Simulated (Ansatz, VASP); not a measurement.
# Ti (Titanium) in two plane-wave programs

Aim: how closely do two programs agree when they are given the same cell, functional and k mesh?

Method: plane waves, with VASP 6.6.1 beside it; relaxation of cell and atoms at r2SCAN, in Ansatz 0.2.0.

### Step 1. Set-up

It takes space group P6_3/mmc (No. 194, hexagonal). The conventional cell has a = 2.905 Å, b = 2.905 Å, c = 4.663 Å, α = 90.00°, β = 90.00°, γ = 120.00°. Ti has 12 Ti at 2.87 to 2.91 Å nearest.

As a file:

```xyz
2
Lattice="2.9052 0.0000 0.0000 -1.4526 2.5160 0.0000 0.0000 0.0000 4.6627" Properties=species:S:1:pos:R:3 pbc="T T T"
Ti    1.4526    0.8387    3.4970
Ti    0.0000    1.6773    1.1657
```

### Step 2. VASP: relaxation of cell and atoms, r2SCAN

The relaxed volume is the usual yardstick between codes: its relative difference is about their pressure difference at one cell divided by the bulk modulus.

Lines of VASP's logs that name or quote its potential files are left out, and so is its time.

The input, INCAR:

```
SYSTEM = Ti
PREC = Accurate
ENCUT = 350
EDIFF = 1E-08
NELM = 120
ISMEAR = 1
SIGMA = 0.2
LREAL = .FALSE.
ALGO = Normal
METAGGA = R2SCAN
LASPH = .TRUE.
NBANDS = 10
LORBIT = 11
LWAVE = .FALSE.
LCHARG = .FALSE.
KPAR = 4
IBRION = 1
NSW = 30
ISIF = 3
EDIFFG = -0.002
POTIM = 0.4
```

The input, POSCAR:

```
Ti
1.0
    2.9051843317      0.0000000000      0.0000000000
   -1.4525921659      2.5159634340      0.0000000000
    0.0000000000      0.0000000000      4.6627024430
Ti
2
Direct
    0.6666666667      0.3333333333      0.7500000000
    0.3333333333      0.6666666667      0.2500000000
```

The input, KPOINTS:

```
Automatic mesh
0
Gamma
13 13 7
0 0 0
```

The projector-augmented-wave data sets are Ti (PBE family, release 64).

The run is started by

```bash
> mpirun -np 4 vasp_std
```

Numbers of over 12 decimals in the logs are rounded to 6 here.

What it wrote:

```text
[banner, memory and clock lines left out]
running    4 mpi-ranks, on    1 nodes
 distrk:  each k-point on    1 cores,    4 groups
 distr:  one band on    1 cores,    1 groups

 POSCAR found type information on POSCAR Ti
 POSCAR found :  1 types and       2 ions
|                                                                             |
|               ----> ADVICE to this user running VASP <----                  |
|                                                                             |
|     You enforced a specific xc type in the INCAR file but a different       |
|     [... a line on the potential file left out ...]
|     I HOPE YOU KNOW WHAT YOU ARE DOING!                                     |
|                                                                             |

 LDA part: xc-table for (None), standard interpolation
 POSCAR, INCAR and KPOINTS ok, starting setup
 FFT: planning ... GRIDC
 FFT: planning ... GRID_SOFT
 FFT: planning ... GRID
 WAVECAR not read
 entering main loop
       N       E                     dE             d eps       ncg     rms          rms(c)
DAV:   1    -0.353471377713E+01   -0.35347E+01   -0.24563E+03  1680   0.542E+02
DAV:   2    -0.263243944488E+02   -0.22790E+02   -0.21656E+02  1714   0.971E+01
DAV:   3    -0.272446051143E+02   -0.92021E+00   -0.89960E+00  2336   0.220E+01
DAV:   4    -0.272535745209E+02   -0.89694E-02   -0.89429E-02  2128   0.189E+00
DAV:   5    -0.272536043947E+02   -0.29874E-04   -0.29871E-04  2014   0.916E-02    0.153E+01
DAV:   6    -0.260282087059E+02    0.12254E+01   -0.28506E+00  1698   0.165E+01    0.512E+00
DAV:   7    -0.257437494828E+02    0.28446E+00   -0.15318E+00  1776   0.110E+01    0.104E+00
DAV:   8    -0.257329897107E+02    0.10760E-01   -0.63599E-02  1708   0.245E+00    0.457E-01
DAV:   9    -0.257297662177E+02    0.32235E-02   -0.16930E-02  1842   0.105E+00    0.813E-02
DAV:  10    -0.257296655896E+02    0.10063E-03   -0.21749E-04  2160   0.143E-01    0.366E-02
DAV:  11    -0.257296043731E+02    0.61217E-04   -0.85372E-05  1780   0.769E-02    0.276E-03
DAV:  12    -0.257296042391E+02    0.13395E-06   -0.13042E-06  2338   0.867E-03    0.115E-03
DAV:  13    -0.257296058924E+02   -0.16533E-05   -0.94265E-08  1906   0.247E-03    0.310E-04
DAV:  14    -0.257296062504E+02   -0.35803E-06   -0.12484E-08   956   0.788E-04    0.729E-05
DAV:  15    -0.257296062032E+02    0.47243E-07   -0.91990E-10   854   0.280E-04    0.615E-05
DAV:  16    -0.257296061981E+02    0.50871E-08   -0.33652E-10   852   0.156E-04
   1 F= -.25729606E+02 E0= -.25731051E+02  d E =-.257296E+02
[...]
2 F= -.25731457E+02 E0= -.25732894E+02  d E =-.185057E-02
[...]
3 F= -.25732133E+02 E0= -.25733603E+02  d E =-.676435E-03
 BRION: g(F)=  0.973E-45 g(S)=  0.602E-04 retain N=  2 mean eig= 3.33
 eig:   2.136  4.518
 bond charge predicted
       N       E                     dE             d eps       ncg     rms          rms(c)
DAV:   1    -0.257321690230E+02   -0.35828E-04   -0.17926E-03  1680   0.314E-01    0.332E-02
DAV:   2    -0.257321679726E+02    0.10504E-05   -0.13154E-05  2324   0.267E-02    0.164E-02
DAV:   3    -0.257321692398E+02   -0.12672E-05   -0.38101E-06  1834   0.139E-02    0.197E-03
DAV:   4    -0.257321692868E+02   -0.47057E-07   -0.13657E-07  1872   0.388E-03    0.123E-03
DAV:   5    -0.257321694526E+02   -0.16573E-06   -0.80259E-08  1694   0.249E-03    0.306E-04
DAV:   6    -0.257321693155E+02    0.13709E-06   -0.28200E-09   856   0.432E-04    0.765E-05
DAV:   7    -0.257321692860E+02    0.29462E-07   -0.24977E-10   852   0.113E-04    0.103E-05
DAV:   8    -0.257321692819E+02    0.41190E-08   -0.20789E-11   846   0.415E-05
   4 F= -.25732169E+02 E0= -.25733639E+02  d E =-.360798E-04
 BRION: g(F)=  0.374E-44 g(S)=  0.339E-07 retain N=  2 mean eig= 1.80
 eig:   1.796  1.796
 reached required accuracy - stopping structural energy minimisation
```

Parts of OUTCAR (step 2):

```text
ion  position               nearest neighbor table
   1  0.667  0.333  0.750-   2 2.87   2 2.87   2 2.87   2 2.87   2 2.87   2 2.87
   2  0.333  0.667  0.250-   1 2.87   1 2.87   1 2.87   1 2.87   1 2.87   1 2.87

  LATTYP: Found a hexagonal cell.
 ALAT       =     2.9051843317
 C/A-ratio  =     1.6049592420

 Subroutine GETGRP returns: Found 24 space group operations
 (whereof 12 operations were pure point group operations)

The static configuration has the point symmetry D_3d.
 The point group associated with its full space group is D_6h.

 Found     84 irreducible k-points:

   k-points           NKPTS =     84   k-points in BZ     NKDIM =     84   number of bands    NBANDS=     10

   dimension x,y,z NGX =    18 NGY =   18 NGZ =   28
   dimension x,y,z NGXF=    36 NGYF=   36 NGZF=   56

   ENCUT  =  350.0 eV  25.72 Ry    5.07 a.u.   4.43  4.43  7.11*2*pi/ulx,y,z

   NELECT =       8.0000    total number of electrons

 k-points in reciprocal lattice and weights: Automatic mesh
   0.00000000  0.00000000  0.00000000       0.001
   0.07692308  0.00000000  0.00000000       0.005
   0.15384615  0.00000000  0.00000000       0.005
   0.23076923 -0.00000000  0.00000000       0.005
   0.30769231  0.00000000  0.00000000       0.005
   0.38461538  0.00000000  0.00000000       0.005
   0.46153846  0.00000000  0.00000000       0.005
   0.07692308  0.07692308  0.00000000       0.005
   0.15384615  0.07692308  0.00000000       0.010
[...]
0.38461538  0.23076923  0.42857143       0.010
   0.30769231  0.30769231  0.42857143       0.010

 average (electrostatic) potential at core
       1 -30.0744       2 -30.0744

 E-fermi :   3.2276

 k-point     1 :       0.0000    0.0000    0.0000
  band No.  band energies     occupation
      1      -3.3725      2.00000
      2       0.3449      2.00000
      3       3.8846     -0.00003
      4       4.0528     -0.00000
      5       4.0528     -0.00000
      6       4.1901     -0.00000
      7       4.5957     -0.00000
    ...

 k-point     2 :       0.0769    0.0000    0.0000
  band No.  band energies     occupation
      1      -3.1970      2.00000
      2       0.4791      2.00000
      3       3.5897     -0.02806
      4       3.7478     -0.00146
      5       4.1765     -0.00000
      6       4.4128     -0.00000
      7       4.5201     -0.00000
    ...

 k-point     3 :       0.1538    0.0000    0.0000
  band No.  band energies     occupation
      1      -2.6887      2.00000
      2       0.8327      2.00000
      3       2.9750      2.07049
      4       3.2908      0.49346
      5       4.2728     -0.00000
      6       4.5345     -0.00000
      7       4.6611     -0.00000
      8       4.6779     -0.00000
    ...

  Total        0.0001441      0.0001441      0.0013102     -0.0000000      0.0000000      0.0000000
  in kB        0.0067833      0.0067833      0.0616727     -0.0000000      0.0000000      0.0000000
  external PRESSURE =       0.0250797 kB  Pullay stress =       0.0000000 kB

  energy-cutoff  :      350.00
  volume of cell :       34.04
      direct lattice vectors                 reciprocal lattice vectors
     2.921073402 -0.000000000 -0.000000000     0.342339908  0.197650038 -0.000000000
    -1.460536701  2.529723772 -0.000000000     0.000000000  0.395300076  0.000000000
     0.000000000 -0.000000000  4.606273710     0.000000000  0.000000000  0.217095219

 POSITION                                       TOTAL-FORCE (eV/Angst)
 -----------------------------------------------------------------------------------
      1.46054      0.84324      3.45471         0.000000     -0.000000      0.000000
     -0.00000      1.68648      1.15157        -0.000000      0.000000     -0.000000
 -----------------------------------------------------------------------------------
    total drift:                                0.000000     -0.000000      0.000000

  FREE ENERGIE OF THE ION-ELECTRON SYSTEM (eV)
  ---------------------------------------------------
  free  energy   TOTEN  =       -25.7321692819 eV

  energy  without entropy=      -25.7365781677  energy(sigma->0) =      -25.73363891

 reached required accuracy - stopping structural energy minimisation

 total charge
# of ion       s       p       d       tot
------------------------------------------
    1        0.554   0.641   2.341   3.536
    2        0.554   0.641   2.341   3.536
--------------------------------------------------
tot          1.109   1.282   4.681   7.072

[... 3 further parts left out ...]
```

CONTCAR:

```
Ti
   1.00000000000000
     2.9210734015924826   -0.0000000000003169   -0.0000000000000000
    -1.4605367008467889    2.5297237721707262   -0.0000000000000000
     0.0000000000000000   -0.0000000000000000    4.6062737101474589
  Ti
     2
Direct
     0.6666666667000030    0.3333333332999970    0.7500000000000000
     0.3333333332999970    0.6666666667000030    0.2500000000000000
```

The data set Ti keeps the semicore shell frozen, which is cheaper and a little less accurate.

### Step 3. Ansatz: relaxation of cell and atoms, r2SCAN

Ansatz runs on its default PAW (the set named soft_2) files.

The same cell, functional, mesh and smearing now go to Ansatz, which takes its cutoff from its data sets.

The input, input.yaml:

```yaml
crystal:
  lattice:
    - [2.9051843317, 0.0, 0.0]
    - [-1.4525921659, 2.515963434, 0.0]
    - [0.0, 0.0, 4.662702443]
  atoms:
    - { symbol: Ti, position: [0.6666666667, 0.3333333333, 0.75] }
    - { symbol: Ti, position: [0.3333333333, 0.6666666667, 0.25] }
hamiltonian:
  xc: r2scan
  pseudopotentials: { kind: paw }
kpoints:
  mp_grid: { grid: [13, 13, 7] }
scf:
  occupations: { method: methfessel_paxton, width: 0.2 }
relax:
  f_tol: 0.01
  max_steps: 60
  cell: { stress_tol: 0.05 }
output:
  forces: true
  stress: true
```

The run is started by

```bash
> ansatz run input.yaml --threads 4 --pin off --max-ram 9216MiB --backend cpu --events-out ev --progress --plain --runs-dir out
```

What it wrote:

```text
Engine: ansatz 0.2.0, aarch64-unknown-linux-gnu
Pseudopotentials: kind: paw
Pseudopotential: Ti, paw, valence charge 12, recommended cutoff 500 eV (meta_gga), Ti.paw.azcp
Functional definition: r2SCAN
  parameter k0 = 0.174
  parameter k1 = 0.065
  parameter a1 = 4.9479
  exchange = r2scan_x(k0 = k0, k1 = k1, a1 = a1)
  correlation = r2scan_c
Crystal: 2 atoms, lattice volume = 34.081 Å³
Basis set: ecut = 500 eV, 857 PW (Γ), exchange–correlation on 96×96×144 points (64 copies of the dense FFT grid, shifted against one another)
Bands: 16, of which v1, the nominal top of the filled ones, is band 12 counted from 1 (11 counted from 0)
Symmetry: 24 space group operations
Space group: P63/mmc (ITA 194), of the structure as read, at distance tolerance 3.2e-5 Å
k-points: 84 of 1183
Non-local potential: Ti, projectors of the file, l = 0: 3, l = 1: 2, l = 2: 3, l = 3: 1
PAW form: soft (Blöchl's): semilocal exchange-correlation on the pseudo side does not see the compensation charge
PAW frozen core: Ti, regenerated for the run's functional (the file was generated under x = pbe(κ = 0.804, μ = 0.219515), c = pbe(β = 0.066725))
PAW one-centre angular grid: Ti, 590 points (default); XC on 160 Gauss nodes
Initial density: superposition of atomic densities (neutral atoms: chi_scale 0, normalization atom), corrected by the library's trained network
Initial wavefunctions: pseudopotential atomic-orbital guess
Functional: x = r2scan, c = r2scan; τ floored in thin density (d = 2e-4 eV/Å³)
SCF iter   1: F=—  HF=-5008.682948 eV  |F-HF|=—  |Δ(HF+E_count)|=         —  Δρ=1.65e-2  dr2=8.13e-2  dr2_τ=1.68e-2  ethr=1.77e-3  ⟨swp⟩=3.2  Hψ=5077  notcnv=0
preconditioner: auto → none  [metal: Δε(μ)=0.010 eV  Ē_g=3.191 eV  σ=0.200 eV  W_gap=0.04  n_scr=8 (ndim 8)  ℏωp=18.0 eV  f_vac=0.000  D(μ)=1.66/eV (n_scr^D=22)  sad-step TF]
SCF iter   2: F=—  HF=-5008.731927 eV  |F-HF|=—  |Δ(HF+E_count)|=   4.90e-2  S|Δr|=    0.00e0  Δρ=6.03e-3  dr2=1.03e-2  dr2_τ=7.79e-4  ethr=3.39e-4  ⟨swp⟩=2.7  Hψ=3128  notcnv=0
SCF iter   3: F=—  HF=-5008.732434 eV  |F-HF|=—  |Δ(HF+E_count)|=   5.07e-4  S|Δr|=    0.00e0  Δρ=1.63e-3  dr2=3.65e-4  dr2_τ=1.00e-4  ethr=4.29e-5  ⟨swp⟩=3.0  Hψ=2521  notcnv=0
SCF iter   4: F=—  HF=-5008.733012 eV  |F-HF|=—  |Δ(HF+E_count)|=   5.78e-4  S|Δr|=    0.00e0  Δρ=3.54e-4  dr2=1.65e-5  dr2_τ=2.01e-6  ethr=1.52e-6  ⟨swp⟩=2.1  Hψ=2139  notcnv=0
SCF iter   5: F=—  HF=-5008.733042 eV  |F-HF|=—  |Δ(HF+E_count)|=   2.97e-5  S|Δr|=    0.00e0  Δρ=2.03e-5  dr2=6.93e-8  dr2_τ=7.51e-9  ethr=4.17e-10  ⟨swp⟩=3.0  Hψ=5901  notcnv=0
SCF iter   6: F=-5008.733042 eV  HF=-5008.733042 eV  |F-HF|=6.82e-10  |Δ(HF+E_count)|=   3.42e-8  S|Δr|=    0.00e0  Δρ=3.65e-6  dr2=2.76e-9  dr2_τ=1.93e-10  ethr=2.89e-10  ⟨swp⟩=2.0  Hψ=4879  notcnv=0
SCF 1 converged in 6 iterations: F = -5008.733042 eV  dr2 = 2.76e-9
  greatest PAW one-centre occupation: 1.000 electrons in one spin orbital (limit 2), on the Ti atom at site 1 (counted from 0), in its partial waves of l = 1
relax step   1: F+E_penalty+E_count = -5008.73304164 eV  Δ(F+E_penalty+E_count) = +0.000e0 eV  max|allowed force component| = 2.591e-16 eV/Å  Δτ_max = 0.0000 Å  P = +1.841 GPa  Ω = 34.081 Å³  (6 SCF iters, dr2 threshold 1.00e-7 eV, accepted)
[...]
relax step   2: F+E_penalty+E_count = -5008.73346009 eV  Δ(F+E_penalty+E_count) = -4.185e-4 eV  max|allowed force component| = 2.220e-16 eV/Å  Δτ_max = 0.0000 Å  P = -2.084 GPa  Ω = 35.237 Å³  energy of the carried Pulay correction = -6.329e-4 eV  (6 SCF iters, dr2 threshold 2.00e-7 eV, accepted)
[...]
relax step   3: F+E_penalty+E_count = -5008.73797218 eV  Δ(F+E_penalty+E_count) = -4.512e-3 eV  max|allowed force component| = 3.423e-16 eV/Å  Δτ_max = 0.0000 Å  P = -0.163 GPa  Ω = 34.649 Å³  energy of the carried Pulay correction = -3.151e-4 eV  (5 SCF iters, dr2 threshold 2.00e-7 eV, accepted)
[...]
relax step   4: F+E_penalty+E_count = -5008.73805715 eV  Δ(F+E_penalty+E_count) = -8.498e-5 eV  max|allowed force component| = 2.035e-16 eV/Å  Δτ_max = 0.0000 Å  P = -0.019 GPa  Ω = 34.607 Å³  energy of the carried Pulay correction = -2.918e-4 eV  (4 SCF iters, dr2 threshold 2.00e-7 eV, accepted)
[...]
relax step   5: F+E_penalty+E_count = -5008.73806805 eV  Δ(F+E_penalty+E_count) = -1.089e-5 eV  max|allowed force component| = 5.551e-17 eV/Å  Δτ_max = 0.0000 Å  P = +0.000 GPa  Ω = 34.601 Å³  energy of the carried Pulay correction = -2.887e-4 eV  (4 SCF iters, dr2 threshold 2.27e-8 eV, accepted)
[...]
relax step   6: F+E_penalty+E_count = -5008.73838258 eV  Δ(F+E_penalty+E_count) = -3.145e-4 eV  max|allowed force component| = 6.476e-17 eV/Å  Δτ_max = 0.0000 Å  P = +0.007 GPa  Ω = 34.601 Å³  stress off target by 9.25e-3 GPa  SCF on the basis re-selected at this cell (its energy is not comparable with the rows above)  (6 SCF iters)
basis re-selected at this cell: Δ(F+E_penalty+E_count) = -3.145e-4 eV, ΔP = +0.006 GPa vs the last step (what re-selecting the basis moved, of the pressure what is left beyond the Pulay correction that the steps carried, after the strain that the cell walked since its last selection, with what the two solves' SCF thresholds leave and, on support functions, any second-order correction that the steps lacked; it is no m [...]
SCF converged after 6 iterations
Stability not checked: this state was not tested for a lower state beside it, because cold or Methfessel-Paxton smearing, or corrected tetrahedra, fill the levels in a way that the test cannot read (fill_not_monotonic; see scf.lower_state_search)
Free energy (F): -5008.738383 eV
Harris-Foulkes:  -5008.738383 eV  (|F-HF|=1.82e-12)
Internal energy: -5008.742841 eV  (E = F + TS)
E sigma→0 (E₀):  -5008.739497 eV
Entropy (-TS):   0.004458 eV (2.229 meV/atom)
Fermi energy:    13.490989 eV
--- Per-component energies (eV) ---
  E_band       = -340.005623
  E_kinetic    = 544.845709
  E_local      = -1614.601707  (includes V_loc(G=0)·N_el)
  E_nonlocal   = 14.458066
  E_hartree    = 661.267661
  E_xc         = -185.726486
  E_vxc        = -265.448437  (∫ρ·V_xc dr)
  E_paw        = -2113.338987  (= ΣΔE_a)
  E_vpaw       = -360.038826  (= ΣTr[D̂ρ^β])
  E_aug_tail   = 0.000179  (compensation charges beyond the density's cutoff)
  E_vtau       = 18.244184  (kinetic-family band-sum trace: ∫τ·v_τ [+ j·A + Jᵃ·Aᵃ] dr)
  E_ewald      = -2315.140362
  E_core_change = -0.506914  (= ΣΔE_core)
  E_smearing   = 0.004458  (= −TS)
  E_closure    = -0.000000  (closes the sum)
  Σ components = -5008.738383   (vs F -5008.738383, Δ=0.00e0)
--- Forces (eV/Å), atoms counted from 1 ---
  atom   1  Ti    -0.00000000     0.00000000     0.00000000
  atom   2  Ti     0.00000000    -0.00000000     0.00000000
  max |Σ_I F_I| component: 1.85e-17 eV/Å
--- Stress (GPa, compression-positive) ---
        0.009245      -0.000000       0.000000
        0.000000       0.009245      -0.000000
        0.000000      -0.000000       0.001459
  P = ⅓ Tr σ = 0.0066 GPa (0.066 kbar)
--- Relaxed structure (5 steps of the walk, 5 accepted, 1 SCFs on fresh bases) ---
  F+E_penalty+E_count = -5008.73838258 eV   max|allowed force component| = 6.476e-17 eV/Å   (the final SCF, on the basis selected at the relaxed cell)
  cell:  # Å, volume = 34.6012 Å³
    - [2.935722, 2.917106873942361e-11, 0.0]
    - [-1.467861, 2.542410, 0.0]
    - [0.0, 0.0, 4.635859]
  atoms:
    - { symbol: Ti, position: [0.666667, 0.333333, 0.750000] }
    - { symbol: Ti, position: [0.333333, 0.666667, 0.250000] }
```

Run time: 11 s. Hardware: 4 threads of Arm Neoverse V1, shared host; peak memory 0.47 GiB.

### Step 4. Side by side

Known differences besides the potentials themselves: VASP keeps PBE cores, Ansatz makes them for the functional; both relaxations stop at a tolerance, which leaves soft axes loose, and VASP keeps its plane-wave basis; the data sets hold 24 valence electrons in Ansatz (default PAW (the set named soft_2) files) and 8 in VASP; the cutoff is 500 eV in Ansatz and 350 eV in VASP; Ansatz adds a Pulay correction to the stress that steers its cell, VASP none. Total energies have different zeros and are not compared.

Compared:

```
                                         quantity  Ansatz   VASP  difference
                                      volume (Å³)   34.60  34.04     +1.65 %
edge a after relaxation, in the typed setting (Å)   2.936  2.921     +0.50 %
edge c after relaxation, in the typed setting (Å)   4.636  4.606     +0.64 %
```

The walks stopped with 0.01 GPa left in Ansatz and 0.00 GPa in VASP; each walk ends within a tolerance, so the volume difference is uncertain by about these residues over the bulk modulus, most in soft cells.

A further Ansatz single point at VASP's end cell gives 1.99 GPa where VASP has 0.00 GPa.

### Step 5. Summary of results

```yaml
difference_in_volume_relaxation_of_cell_and_atoms_r2scan: 1.7 %
```

**Reading.** The difference in volume is 1.7 % (relaxation of cell and atoms, r2SCAN), beyond the 1.2 % picked in this series as the mark of a large difference, as far as the stopping tolerances let one tell. A pressure difference of 1.99 GPa at VASP's end cell goes with 1.7 % of volume. Such differences can come from data sets, numerical settings and the points named under the comparisons, not from the functional's error against experiment.

[Lines on the potential files, build, host, timing and source positions are cut from VASP's logs without a mark.]

[Logs are printed without paths, hosts, clocks, repeated set-up lines and the standing remarks that a program may print on its own settings, such as how far it seeks lower states.]

[Hosts, paths, dates, database ids (printed as entryN), source tags and the programs' standing remarks are cut or masked in the printed files.]
